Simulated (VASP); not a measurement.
# Nb2B (P6/mmm) in VASP: further runs

Runs on Nb2B. Level: PBE. Tasks: relaxation of cell and atoms.

Program: VASP 6.6.1. These are calculated values, not measurements. Logs are shortened: lines on timing, memory, paths and dates and some standing lists are left out, and cuts for length are marked.

## Step 1: Starting point

Symmetry: P6/mmm, No. 191, hexagonal system. The conventional cell has a = 4.408 Å, b = 4.408 Å, c = 2.669 Å, α = 90.00°, β = 90.00°, γ = 120.00°. Nb (site symmetry -6m2) is surrounded by 5 Nb at 2.54 to 2.67 Å and 6 B at 2.87 Å. Around B (site symmetry 6/mmm) lie 2 B at 2.67 Å and 12 Nb at 2.87 Å.

The cell was built by a generator and needn't be a form met in nature.

## Step 2: Relaxation of cell and atoms, PBE, target pressure 10 GPa, at which the enthalpy is minimised

INCAR reads:

```
SYSTEM = Nb2B
  ALGO = Normal
  EDIFF = 1E-7
  EDIFFG = -0.01
  ENCUT = 600
  GGA = PE
  IBRION = 2
  ISIF = 3
  ISMEAR = -1
  LASPH = .True.
  LCHARG = .False.
  LREAL = .False.
  LWAVE = .False.
  NELM = 60
  NSW = 40
  PREC = Accurate
  PSTRESS = 100
  SIGMA = 0.05
```

KPOINTS reads:

```
k-points
0
Gamma
  7 7 10
  0 0 0
```

POSCAR reads:

```
Nb2B
1.0
    4.4076000000      0.0000000000      0.0000000000
   -2.2038000000      3.8171000000      0.0000000000
    0.0000000000      0.0000000000      2.6685500000
Nb B
2 1
Direct
    0.3333300000      0.6666700000      0.5000000000
    0.6666700000      0.3333300000      0.5000000000
    0.0000000000      0.0000000000      0.0000000000
```

Potentials or basis: VASP PAW PBE potentials, release 64 (Nb_sv, B).

On the command line:

```sh
$ cat potpaw_PBE.64/Nb_sv/POTCAR potpaw_PBE.64/B/POTCAR > POTCAR
$ mpirun -np 1 vasp_std > vasp.out
```

OUTCAR:

```text
SYSTEM = Nb2B
   EDIFF = 1E-7
   EDIFFG = -0.01
   ENCUT = 600
   GGA = PE
   IBRION = 2
   ISIF = 3
   ISMEAR = -1
   LASPH = .True.
   LREAL = .False.
   NELM = 60
   NSW = 40
   PREC = Accurate
   PSTRESS = 100

 ion  position               nearest neighbor table
   1  0.333  0.667  0.500-   2 2.54   2 2.54   2 2.54
   2  0.667  0.333  0.500-   1 2.54   1 2.54   1 2.54
   3  0.000  0.000  0.000-

  LATTYP: Found a hexagonal cell.
 ALAT       =     4.4076000000
 C/A-ratio  =     0.6054428714

  Lattice vectors:

 A1 = (   4.4076000000,   0.0000000000,   0.0000000000)
 A2 = (  -2.2038000000,   3.8171000000,   0.0000000000)
 A3 = (   0.0000000000,   0.0000000000,   2.6685500000)

Analysis of symmetry for initial positions (statically):
=====================================================================
 Subroutine PRICEL returns:
 Original cell was already a primitive cell.

 Routine SETGRP: Setting up the symmetry group for a
 hexagonal supercell.

 Subroutine GETGRP returns: Found  8 space group operations
 (whereof  8 operations were pure point group operations)
 out of a pool of 24 trial point group operations.

The static configuration has the point symmetry D_2h.

Analysis of symmetry for dynamics (positions and initial velocities):
=====================================================================
 Subroutine PRICEL returns:
 Original cell was already a primitive cell.

 Routine SETGRP: Setting up the symmetry group for a
 hexagonal supercell.

 Subroutine GETGRP returns: Found  8 space group operations
 (whereof  8 operations were pure point group operations)
 out of a pool of 24 trial point group operations.

The dynamic configuration has the point symmetry D_2h.

 Subroutine INISYM returns: Found  8 space group operations
 (whereof  8 operations are pure point group operations),
 and found     1 'primitive' translations

----------------------------------------------------------------------------------------

                                     Primitive cell

  volume of cell :      44.8964

  direct lattice vectors                    reciprocal lattice vectors
     4.407600000  0.000000000  0.000000000     0.226880842  0.130989495  0.000000000
    -2.203800000  3.817100000  0.000000000     0.000000000  0.261978989  0.000000000
     0.000000000  0.000000000  2.668550000     0.000000000  0.000000000  0.374735343

  length of vectors
     4.407600000  4.407605569  2.668550000     0.261979320  0.261978989  0.374735343

  position of ions in fractional coordinates (direct lattice)
     0.333330000  0.666670000  0.500000000
     0.666670000  0.333330000  0.500000000
     0.000000000  0.000000000  0.000000000

  ion indices of the primitive-cell ions
   primitive index   ion index
                 1           1
                 2           2
                 3           3

----------------------------------------------------------------------------------------

 KPOINTS: k-points

Automatic generation of k-mesh.
 Grid dimensions read from file:
 generate k-points for:    7    7   10

 Generating k-lattice:

  Cartesian coordinates                     Fractional coordinates (reciprocal lattice)
     0.032411549  0.018712785  0.000000000     0.142857143  0.000000000  0.000000000
     0.000000000  0.037425570  0.000000000     0.000000000  0.142857143  0.000000000
     0.000000000  0.000000000  0.037473534     0.000000000  0.000000000  0.100000000

  Length of vectors
     0.037425617  0.037425570  0.037473534

  Shift w.r.t. Gamma in fractional coordinates (k-lattice)
     0.000000000  0.000000000  0.000000000

 Subroutine IBZKPT returns following result:
 ===========================================

 Found     96 irreducible k-points:

 Following reciprocal coordinates:
            Coordinates               Weight
  0.000000  0.000000  0.000000      1.000000
  0.142857 -0.000000  0.000000      4.000000
 -0.142857  0.142857  0.000000      2.000000
  0.285714  0.000000  0.000000      4.000000
 -0.285714  0.285714  0.000000      2.000000
  0.428571  0.000000  0.000000      4.000000
[... 16 lines left out ...]
 -0.428571  0.428571  0.100000      4.000000
  0.142857  0.142857  0.100000      4.000000
 [... further k-points ...]
   k-points           NKPTS =     96   k-points in BZ     NKDIM =     96   number of bands    NBANDS=     18
   number of dos      NEDOS =    301   number of ions     NIONS =      3
   total plane-waves  NPLWV =  31104
   dimension x,y,z NGX =    36 NGY =   36 NGZ =   24
   dimension x,y,z NGXF=    72 NGYF=   72 NGZF=   48
   ions per type =               2   1
   NGX,Y,Z   is equivalent  to a cutoff of  13.58, 13.58, 14.95 a.u.
   NGXF,Y,Z  is equivalent  to a cutoff of  27.16, 27.16, 29.90 a.u.
 SYSTEM =  Nb2B
   PREC   = accura    normal or accurate (medium, high low for compatibility)
   ISTART =      0    job   : 0-new  1-cont  2-samecut
   ICHARG =      2    charge: 1-file 2-atom 10-const
   ISPIN  =      1    spin polarized calculation?
   LNONCOLLINEAR =      F non collinear calculations
   LSORBIT =      F    spin-orbit coupling
   LASPH  =      T    aspherical Exc in radial PAW
   ENCUT  =  600.0 eV  44.10 Ry    6.64 a.u.   8.80  8.80  5.33*2*pi/ulx,y,z
   NELM   =     60;   NELMIN=  2; NELMDL= -5     # of ELM steps
   EDIFF  = 0.1E-06   stopping-criterion for ELM
   LREAL  =      F    real-space projection
   EDIFFG = -.1E-01   stopping-criterion for IOM
   NSW    =     40    number of steps for IOM
   IBRION =      2    ionic relax: 0-MD 1-quasi-New 2-CG
   NFREE  =      1    steps in history (QN), initial steepest desc. (CG)
   ISIF   =      3    stress and relaxation
   ISYM   =      2    0-nonsym 1-usesym 2-fastsym
   POTIM  = 0.5000    time-step for ionic-motion
   TEBEG  =    0.0;   TEEND  =   0.0 temperature during run
   PSTRESS=  100.0 pullay stress
   NELECT =      29.0000    total number of electrons
   NUPDOWN=      -1.0000    fix difference up-down
   EMIN   =  10.00;   EMAX   =-10.00  energy-range for DOS
   EFERMI =   0.00;   METHOD = LEGACY
   ISMEAR =    -1;   SIGMA  =   0.05  broadening in eV -4-tet -1-fermi 0-gaus
   EFERMI_NEDOS =   21; number of points for ismear=-14 and -15
   IALGO  =     38    algorithm
   IMIX   =      4    mixing-type and parameters
     AMIX     =   0.40;   BMIX     =  1.00
     AMIX_MAG =   1.60;   BMIX_MAG =  1.00
  volume/ion in A,a.u.               =      14.97       100.99
  Fermi-wavevector in a.u.,A,eV,Ry     =   1.415154  2.674254 27.247869  2.002662
  Thomas-Fermi vector in A             =   2.536622
   LORBIT       =      0    0 simple, 1 ext, 2 COOP (PROOUT), +10 PAW based schemes
   GGA     = PE    functional components
   LHFCALC =     F    Hartree Fock is set to
   AEXX    =    0.0000 exact exchange contribution
   IVDW    =     0    specifies the selected vdW correction
   LEPSILON=     F    determine dielectric tensor
   LRPA    =     F    only Hartree local field effects (RPA)
 conjugate gradient relaxation of ions
 non-spin polarized calculation
  energy-cutoff  :      600.00
  volume of cell :       44.90
 maximum number of plane-waves:      1510
   NGX = 17   NGY = 17   NGZ = 11

--------------------------------------- Ionic step        1  -------------------------------------------

 number of electron      29.0000003 magnetization

 Free energy of the ion-electron system (eV)
  ---------------------------------------------------
  ext. energy  EPLUGINS =         0.00000000
  ---------------------------------------------------
  free energy    TOTEN  =       -24.29787577 eV

  energy without entropy =      -24.28393422  energy(sigma->0) =      -24.29090499

------------------------ aborting loop because EDIFF is reached ----------------------------------------

  FORCE on cell =-STRESS in cart. coord.  units (eV):
  Direction    XX          YY          ZZ          XY          YZ          ZX
  --------------------------------------------------------------------------------------
  -------------------------------------------------------------------------------------
  Total       -0.0965912     -0.0957144      0.0972499      0.0007596      0.0000000      0.0000000
  in kB       -3.4469665     -3.4156764      3.4704725      0.0271081      0.0000000      0.0000000
  external PRESSURE =    -101.1307235 kB  Pullay stress =     100.0000000 kB
[... 219 lines left out ...]
  enthalpy is  TOTEN    =       -21.5760685321 eV   P V=        2.6536982850

--------------------------------------- Ionic step        7  -------------------------------------------

 number of electron      28.9999999 magnetization

 Free energy of the ion-electron system (eV)
  ---------------------------------------------------
  ext. energy  EPLUGINS =         0.00000000
  ---------------------------------------------------
  free energy    TOTEN  =       -24.22643318 eV

  energy without entropy =      -24.21062661  energy(sigma->0) =      -24.21852989

 E-fermi :  11.2316     XC(G=0): -12.4848

 val. band max:       11.2264709132   @ k =   0.2857   0.1429   0.2000
 cond. band min:      11.2522020555   @ k =   0.2857   0.2857   0.2000
 fundamental gap:      0.0257311423
 Fermi energy:        11.2316415789

 k-point     1 :       0.0000    0.0000    0.0000
  band No.  band energies     occupation
      1     -43.7886      2.00000
      2     -43.1207      2.00000
      3     -20.5539      2.00000
      4     -20.5538      2.00000
      5     -18.8418      2.00000
      6     -18.7622      2.00000
[... 10 lines left out ...]
     17      13.4230      0.00000
     18      13.6550      0.00000
[... 466 lines left out ...]
      2     -43.1841      2.00000
      3     -20.6258      2.00000
      4     -20.3419      2.00000
      5     -18.9974      2.00000
      6     -18.9297      2.00000
[... 10 lines left out ...]
     17      13.3468      0.00000
     18      14.4225      0.00000

 [... further k-points ...]

------------------------ aborting loop because EDIFF is reached ----------------------------------------

  FORCE on cell =-STRESS in cart. coord.  units (eV):
  Direction    XX          YY          ZZ          XY          YZ          ZX
  --------------------------------------------------------------------------------------
  -------------------------------------------------------------------------------------
  Total        2.6369573      2.6370975      2.6557851      0.0001134      0.0000000      0.0000000
  in kB       99.4961679     99.5014559    100.2065677      0.0042792      0.0000000      0.0000000
  external PRESSURE =      -0.2652695 kB  Pullay stress =     100.0000000 kB
[... 18 lines left out ...]
  FREE ENERGIE OF THE ION-ELECTRON SYSTEM (eV)
  ---------------------------------------------------
  free  energy   TOTEN  =       -24.2264331763 eV

  energy  without entropy=      -24.2106266110  energy(sigma->0) =      -24.21852989

  enthalpy is  TOTEN    =       -21.5761227404 eV   P V=        2.6503104358

 reached required accuracy - stopping structural energy minimisation
```

Wall time 5.7 min (1 thread of AMD EPYC 9R45 (Zen 5), shared host); peak memory 0.22 GiB.

What came out:

| Quantity | Value |
| --- | --- |
| Free energy | -24.2264 eV |
| Relaxed volume | 14.15 Å³/atom |
| Relaxed cell | a = 4.324 Å, b = 4.324 Å, c = 2.623 Å, α = 90.00°, β = 90.00°, γ = 120.00° |
| Space group after relaxing (to 0.05 Å) | P6/mmm (No. 191) |
| Energy change on relaxing (the enthalpy is what falls) | +23.8 meV/atom |
| Ionic steps | 7 |
| Pressure after relaxing | 10.0 GPa |
| Band gap on the k mesh | none (metal or under the smearing width) |

The path:
| step | energy change (eV) | largest force (eV/Å) | pressure (GPa) | volume (Å³) |
| --- | --- | --- | --- | --- |
| 1 | 0.0000 | 0.0005 | -0.11 | 44.90 |
| 2 | 0.4812 | 0.0005 | 29.57 | 39.03 |
| 3 | 0.0686 | 0.0001 | 9.77 | 42.51 |
| 4 | 0.0715 | 0.0000 | 9.99 | 42.46 |
| 5 | 0.0745 | 0.0000 | 10.21 | 42.41 |
| 6 | 0.0681 | 0.0001 | 9.73 | 42.52 |
| 7 | 0.0714 | 0.0000 | 9.97 | 42.46 |

Final structure:
```yaml
crystal:
  lattice:
    - [4.32387, 0.00003, 0.00000]
    - [-2.16191, 3.74460, 0.00000]
    - [0.00000, 0.00000, 2.62257]
  atoms:
    - { symbol: Nb, position: [0.33333, 0.66667, 0.50000] }
    - { symbol: Nb, position: [0.66667, 0.33333, 0.50000] }
    - { symbol: B, position: [0.00000, 0.00000, 0.00000] }
```

Caveat: the cell is relaxed towards a set pressure, so the enthalpy falls and the energy may rise.

## Step 3: Relaxation of cell and atoms, PBE, target pressure 20 GPa, at which the enthalpy is minimised

INCAR: that of step 2 with these lines changed.

```diff
@@ -16,3 +16,3 @@
   PREC = Accurate
-  PSTRESS = 100
+  PSTRESS = 200
   SIGMA = 0.05
```

KPOINTS is that of step 2.

POSCAR is that of step 2.

Potentials or basis: VASP PAW PBE potentials, release 64 (Nb_sv, B).

On the command line:

```sh
$ cat potpaw_PBE.64/Nb_sv/POTCAR potpaw_PBE.64/B/POTCAR > POTCAR
$ mpirun -np 1 vasp_std > vasp.out
```

Run time: 5.9 min. Hardware: 1 thread of AMD EPYC 9R45 (Zen 5), shared host; peak memory 0.22 GiB.

Results (log left out):

```
Free energy                                            : -24.0505 eV
Relaxed volume                                         : 13.52 Å³/atom
Relaxed cell                                           : a = 4.258 Å, b = 4.258 Å, c = 2.583 Å, α = 90.00°, β = 90.00°, γ = 120.00°
Space group after relaxing (to 0.05 Å)                 : P6/mmm (No. 191)
Energy change on relaxing (the enthalpy is what falls) : +82.4 meV/atom
Ionic steps                                            : 7
Pressure after relaxing                                : 19.9 GPa
Band gap on the k mesh                                 : none (metal or under the smearing width)
```

Stress tensor (GPa, compression positive):
```
19.90  0.00  0.00
 0.00 19.90  0.00
 0.00  0.00 20.00
```

Step by step:
```
step  energy change (eV)  largest force (eV/Å)  pressure (GPa)  volume (Å³)
   1              0.0000                0.0005           -0.11        44.90
   2              2.2088                0.0007           80.94        33.76
   3              0.2211                0.0001           18.70        40.77
   4              0.2436                0.0000           19.76        40.59
   5              0.2540                0.0000           20.24        40.50
   6              0.2409                0.0002           19.63        40.61
   7              0.2473                0.0001           19.93        40.56
```

Final structure:
```
Nb B
1.0
     4.25760    0.00003    0.00000
    -2.12878    3.68721    0.00000
     0.00000    0.00000    2.58344
Nb B
2 1
Direct
  0.33333 0.66667 0.50000
  0.66667 0.33333 0.50000
  0.00000 0.00000 0.00000
```

Levels at points of the mesh, in eV from the Fermi level:
| k point | band 11 | band 12 | band 13 | band 14 | band 15 | band 16 | band 17 | band 18 |
| --- | --- | --- | --- | --- | --- | --- | --- | --- |
| (0.00, 0.00, 0.00) | -3.83 | -3.83 | -1.53 | 0.14 | 0.14 | 2.25 | 2.25 | 2.76 |
| (0.00, 0.00, 0.50) | -4.10 | -4.10 | -2.15 | -2.15 | 0.31 | 0.31 | 1.37 | 1.37 |

Caveat: the cell is relaxed towards a set pressure, so the enthalpy falls and the energy may rise.

## Step 4: Relaxation of cell and atoms, PBE, target pressure 30 GPa, at which the enthalpy is minimised

INCAR: that of step 3 with these lines changed.

```diff
@@ -16,3 +16,3 @@
   PREC = Accurate
-  PSTRESS = 200
+  PSTRESS = 300
   SIGMA = 0.05
```

KPOINTS is that of step 3.

POSCAR is that of step 3.

On the command line:

```sh
$ cat potpaw_PBE.64/Nb_sv/POTCAR potpaw_PBE.64/B/POTCAR > POTCAR
$ mpirun -np 1 vasp_std > vasp.out
```

It took 5.5 min on 1 thread of AMD EPYC 9R45 (Zen 5), shared host; peak memory 0.22 GiB.

The run converged. Its results:

- Free energy: -23.8051 eV
- Relaxed volume: 12.99 Å³/atom
- Relaxed cell: a = 4.200 Å, b = 4.200 Å, c = 2.551 Å, α = 90.00°, β = 90.00°, γ = 120.00°
- Space group after relaxing (to 0.05 Å): P6/mmm (No. 191)
- Energy change on relaxing (the enthalpy is what falls): +164.2 meV/atom
- Ionic steps: 7
- Pressure after relaxing: 30.0 GPa
- Band gap on the k mesh: none (metal or under the smearing width)

Step by step:
```
step  energy change (eV)  largest force (eV/Å)  pressure (GPa)  volume (Å³)
   1              0.0000                0.0005           -0.11        44.90
   2              5.7853                0.0008          168.79        28.99
   3              0.3953                0.0002           26.26        39.53
   4              0.4662                0.0002           29.01        39.12
   5              0.4928                0.0002           30.01        38.97
   6              0.4929                0.0002           29.99        38.97
   7              0.4927                0.0000           29.99        38.97
```

Final structure:
```
Nb B
1.0
     4.19988    0.00003    0.00000
    -2.09991    3.63723    0.00000
     0.00000    0.00000    2.55117
Nb B
2 1
Direct
  0.33333 0.66667 0.50000
  0.66667 0.33333 0.50000
  0.00000 0.00000 0.00000
```

Levels at points of the mesh, in eV from the Fermi level:
```csv
k point,band 11,band 12,band 13,band 14,band 15,band 16,band 17,band 18
"(0.00, 0.00, 0.00)",-3.99,-3.99,-1.56,0.20,0.21,2.28,2.28,3.07
"(0.00, 0.00, 0.50)",-4.37,-4.37,-2.33,-2.33,0.29,0.29,1.45,1.45
```

Caveat: the cell is relaxed towards a set pressure, so the enthalpy falls and the energy may rise.

## Step 5: Relaxation of cell and atoms, PBE

INCAR: that of step 4 with these lines changed.

```diff
@@ -16,3 +16,3 @@
   PREC = Accurate
-  PSTRESS = 300
+  PSTRESS = 0
   SIGMA = 0.05
```

KPOINTS is that of step 4.

POSCAR is that of step 4.

On the command line:

```sh
$ cat potpaw_PBE.64/Nb_sv/POTCAR potpaw_PBE.64/B/POTCAR > POTCAR
$ mpirun -np 1 vasp_std > vasp.out
```

Wall time 2.8 min (1 thread of AMD EPYC 9R45 (Zen 5), shared host); peak memory 0.21 GiB.

Results (log left out):

- Free energy: -24.2980 eV
- Relaxed volume: 14.95 Å³/atom
- Relaxed cell: a = 4.404 Å, b = 4.404 Å, c = 2.671 Å, α = 90.00°, β = 90.00°, γ = 120.00°
- Space group after relaxing (to 0.05 Å): P6/mmm (No. 191)
- Energy gained by relaxing: 0.0 meV/atom
- Ionic steps: 3
- Pressure after relaxing: 0.0 GPa
- Band gap on the k mesh: none (metal or under the smearing width)

Step by step:
| step | energy change (eV) | largest force (eV/Å) | pressure (GPa) | volume (Å³) |
| --- | --- | --- | --- | --- |
| 1 | 0.0000 | 0.0005 | -0.11 | 44.90 |
| 2 | -0.0001 | 0.0005 | 0.14 | 44.83 |
| 3 | -0.0001 | 0.0001 | 0.04 | 44.86 |

Final structure:
```cif
data_structure
_symmetry_space_group_name_H-M 'P 1'
_symmetry_Int_Tables_number 1
_cell_length_a 4.4035
_cell_length_b 4.4036
_cell_length_c 2.6710
_cell_angle_alpha 90.000
_cell_angle_beta 90.000
_cell_angle_gamma 119.999
_cell_volume 44.86
loop_
_atom_site_label
_atom_site_type_symbol
_atom_site_fract_x
_atom_site_fract_y
_atom_site_fract_z
_atom_site_occupancy
Nb1 Nb 0.33333 0.66667 0.50000 1
Nb2 Nb 0.66667 0.33333 0.50000 1
B1 B 0.00000 0.00000 0.00000 1
```

Levels at points of the mesh, in eV from the Fermi level:
```tsv
k point	band 11	band 12	band 13	band 14	band 15	band 16	band 17	band 18
(0.00, 0.00, 0.00)	-3.42	-3.42	-1.43	0.01	0.01	2.06	2.12	2.12
(0.00, 0.00, 0.50)	-3.49	-3.49	-1.74	-1.74	0.37	0.38	1.17	1.17
```

## Step 6: The reference run

An earlier run on the cell as given: functional PBE; potentials or basis VASP PAW PBE potentials, release 64 (Nb_sv, B); cutoff 520 eV; k mesh 7 × 7 × 10; occupations fermi-dirac, width 0.05 eV; no spin polarisation.

- Pressure: -0.1 GPa
- Band gap on the k mesh: none (metal or under the smearing width)

## Step 7: The runs side by side

| task | cell | cutoff (eV) | target pressure | gap on the mesh (eV) | pressure (GPa) |
| --- | --- | --- | --- | --- | --- |
| relaxation of cell and atoms | relaxed to 10 GPa | 600 | 10 GPa | none | 10.0 |
| relaxation of cell and atoms | relaxed to 20 GPa | 600 | 20 GPa | none | 19.9 |
| relaxation of cell and atoms | relaxed to 30 GPa | 600 | 30 GPa | none | 30.0 |
| relaxation of cell and atoms | relaxed | 600 | - | none | 0.0 |
| single point | as given | 520 | - | none | -0.1 |

Alike in all rows: level PBE; potentials or basis VASP PAW PBE potentials, release 64 (Nb_sv, B); no spin polarisation; k mesh 7 × 7 × 10; smearing fermi-dirac 0.05 eV.

Caveats: the cell is relaxed towards a set pressure, so the enthalpy falls and the energy may rise (some runs).

Total energies depend on the potentials used, so only differences within one code and one set of settings carry meaning.
